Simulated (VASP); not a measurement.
Computed with PBE GGA with D3 dispersion (zero damping), VASP's PBE PAW potentials (set 64) (plane waves; VASP).

VASP input:

POSCAR:
```
PdIn
1
    3.2500000000     0.0000000000     0.0000000000
    0.0000000000     3.2500000000     0.0000000000
    0.0000000000     0.0000000000     3.2500000000
In Pd
1 1
Direct
  0.5000000000   0.5000000000   0.5000000000
  0.0000000000   0.0000000000   0.0000000000
```

File KPOINTS:
```
Automatic mesh
0
Gamma
10 10 10
0 0 0
```

**INCAR**
```
ALGO = Normal
EDIFF = 1E-6
EDIFFG = -0.01
ENCUT = 520
GGA = PE
IBRION = 2
ISIF = 3
ISMEAR = 1
IVDW = 11
LASPH = .TRUE.
LCHARG = .FALSE.
LMAXMIX = 4
LREAL = .FALSE.
LWAVE = .FALSE.
NELM = 100
NSW = 60
PREC = Accurate
SIGMA = 0.1
SYSTEM = PdIn
```

POTCAR, in this order: In_d Pd (PBE.64 set). Program: vasp_std.

What VASP printed:

OUTCAR:
```
 ion  position               nearest neighbor table
   1  0.500  0.500  0.500-   2 2.81   2 2.81   2 2.81   2 2.81   2 2.81   2 2.81   2 2.81   2 2.81
  LATTYP: Found a simple cubic cell.
 ALAT       =     3.2500000000
 Subroutine PRICEL returns:
 Original cell was already a primitive cell.
 Subroutine GETGRP returns: Found 48 space group operations
The static configuration has the point symmetry O_h .
The dynamic configuration has the point symmetry O_h .
 Subroutine INISYM returns: Found 48 space group operations
 Subroutine IBZKPT returns following result:
 Found     56 irreducible k-points:

 Following reciprocal coordinates:
            Coordinates               Weight
  0.000000  0.000000  0.000000      1.000000
  0.100000  0.000000  0.000000      6.000000
  0.200000  0.000000  0.000000      6.000000
  0.300000  0.000000  0.000000      6.000000
  0.400000  0.000000  0.000000      6.000000
  0.500000  0.000000  0.000000      3.000000
  0.100000  0.100000  0.000000     12.000000
  0.200000  0.100000  0.000000     24.000000
  0.300000  0.100000  0.000000     24.000000
  0.400000  0.100000  0.000000     24.000000
  0.500000  0.100000  0.000000     12.000000
  0.200000  0.200000  0.000000     12.000000
  0.300000  0.200000  0.000000     24.000000
  0.400000  0.200000  0.000000     24.000000
  0.500000  0.200000  0.000000     12.000000
  0.300000  0.300000  0.000000     12.000000
  0.400000  0.300000  0.000000     24.000000
  0.500000  0.300000  0.000000     12.000000
  0.400000  0.400000  0.000000     12.000000
  0.500000  0.400000  0.000000     12.000000
  0.500000  0.500000  0.000000      3.000000
  0.100000  0.100000  0.100000      8.000000
  0.200000  0.100000  0.100000     24.000000
  0.300000  0.100000  0.100000     24.000000
  0.400000  0.100000  0.100000     24.000000
...
```

OSZICAR:
```
       N       E                     dE             d eps       ncg     rms          rms(c)
DAV:   1     0.159148002308E+03    0.15915E+03   -0.11565E+04  1709   0.201E+03
DAV:   2    -0.139156093015E+01   -0.16054E+03   -0.15689E+03  1750   0.403E+02
DAV:   3    -0.879898532726E+01   -0.74074E+01   -0.73813E+01  2170   0.934E+01
DAV:   4    -0.892131844904E+01   -0.12233E+00   -0.12231E+00  1999   0.113E+01
DAV:   5    -0.892669147345E+01   -0.53730E-02   -0.53730E-02  2506   0.217E+00    0.685E+00
DAV:   6    -0.875310713944E+01    0.17358E+00   -0.42807E-01  1974   0.101E+01    0.325E+00
DAV:   7    -0.871690549292E+01    0.36202E-01   -0.74109E-02  2222   0.544E+00    0.142E+00
DAV:   8    -0.871010538961E+01    0.68001E-02   -0.19708E-02  1960   0.145E+00    0.391E-01
DAV:   9    -0.870937527681E+01    0.73011E-03   -0.19398E-03  2156   0.795E-01    0.538E-02
DAV:  10    -0.870938011631E+01   -0.48395E-05   -0.49894E-05  2237   0.118E-01    0.231E-02
DAV:  11    -0.870938131859E+01   -0.12023E-05   -0.46993E-06  2016   0.242E-02    0.315E-03
DAV:  12    -0.870938170297E+01   -0.38439E-06   -0.32358E-07  1092   0.627E-03
   1 F= -.95764703E+01 E0= -.95759651E+01  d E =-.957647E+01
       N       E                     dE             d eps       ncg     rms          rms(c)
DAV:   1    -0.912622515632E+01   -0.41684E+00   -0.82617E+00  1778   0.527E+01    0.410E+00
DAV:   2    -0.879023240552E+01    0.33599E+00   -0.15128E+00  1680   0.163E+01    0.149E+00
DAV:   3    -0.875127487368E+01    0.38958E-01   -0.12966E-01  2202   0.635E+00    0.645E-01
DAV:   4    -0.874370370505E+01    0.75712E-02   -0.22686E-02  2466   0.266E+00    0.504E-01
DAV:   5    -0.874338444985E+01    0.31926E-03   -0.59994E-04  1834   0.271E-01    0.347E-01
DAV:   6    -0.874303840094E+01    0.34605E-03   -0.53254E-04  1983   0.192E-01    0.464E-02
DAV:   7    -0.874303794977E+01    0.45117E-06   -0.19429E-05  2290   0.416E-02    0.135E-02
DAV:   8    -0.874303819115E+01   -0.24138E-06   -0.69068E-07  1239   0.117E-02
   2 F= -.95771262E+01 E0= -.95767633E+01  d E =-.655861E-03
       N       E                     dE             d eps       ncg     rms          rms(c)
DAV:   1    -0.882496835552E+01   -0.81930E-01   -0.19318E+00  1806   0.241E+01    0.215E+00
DAV:   2    -0.874318425998E+01    0.81784E-01   -0.39745E-01  1694   0.829E+00    0.703E-01
DAV:   3    -0.873286963995E+01    0.10315E-01   -0.35300E-02  2174   0.337E+00    0.276E-01
DAV:   4    -0.873130739596E+01    0.15622E-02   -0.47215E-03  2473   0.127E+00    0.284E-01
DAV:   5    -0.873127890090E+01    0.28495E-04   -0.91843E-05  1764   0.105E-01    0.237E-01
DAV:   6    -0.873121131251E+01    0.67588E-04   -0.20033E-04  1931   0.111E-01    0.760E-03
DAV:   7    -0.873121358096E+01   -0.22684E-05   -0.46534E-06  2227   0.222E-02    0.891E-03
DAV:   8    -0.873121304172E+01    0.53924E-06   -0.16280E-07  1008   0.636E-03
   3 F= -.95810756E+01 E0= -.95806263E+01  d E =-.460533E-02
```

OUTCAR:
```
------------------------ aborting loop because EDIFF is reached ----------------------------------------
 Edisp (eV)   -0.84986
  FORCE on cell =-STRESS in cart. coord.  units (eV):
  Direction    XX          YY          ZZ          XY          YZ          ZX
  --------------------------------------------------------------------------------------
  Total      -0.00137    -0.00137    -0.00137     0.00000     0.00000    -0.00000
  in kB      -0.06295    -0.06295    -0.06295     0.00000     0.00000    -0.00000
  external pressure =       -0.06 kB  Pullay stress =        0.00 kB
  volume of cell :       34.97
      direct lattice vectors                 reciprocal lattice vectors
     3.270139433  0.000000000 -0.000000000     0.305797358  0.000000000  0.000000000
    -0.000000000  3.270139433  0.000000000     0.000000000  0.305797358  0.000000000
    -0.000000000  0.000000000  3.270139433     0.000000000 -0.000000000  0.305797358
 POSITION                                       TOTAL-FORCE (eV/Angst)
 -----------------------------------------------------------------------------------
      1.63507      1.63507      1.63507        -0.000000      0.000000      0.000000
      0.00000      0.00000      0.00000         0.000000      0.000000      0.000000
 -----------------------------------------------------------------------------------
    total drift:                                0.000000      0.000000     -0.000000
  FREE ENERGIE OF THE ION-ELECTRON SYSTEM (eV)
  ---------------------------------------------------
  free  energy   TOTEN  =        -9.5810756199 eV

  energy  without entropy=       -9.5797275979  energy(sigma->0) =       -9.58062628

 reached required accuracy - stopping structural energy minimisation
```
(Selected blocks of OUTCAR.)

### CONTCAR
```
PdIn
   1.00000000000000
     3.2701394325854145    0.0000000000000000   -0.0000000000000000
    -0.0000000000000000    3.2701394325854145    0.0000000000000000
    -0.0000000000000000    0.0000000000000000    3.2701394325854145
  In              Pd
     1     1
Direct
     0.5000000000000000    0.5000000000000000    0.5000000000000000
     0.0000000000000000    0.0000000000000000    0.0000000000000000
```

The compound is PdIn in the CsCl type structure. This run relaxes it. Symmetry was kept, so distortions that lower it aren't found. The electron count is odd and the run is not spin-polarised, which forces a metal.
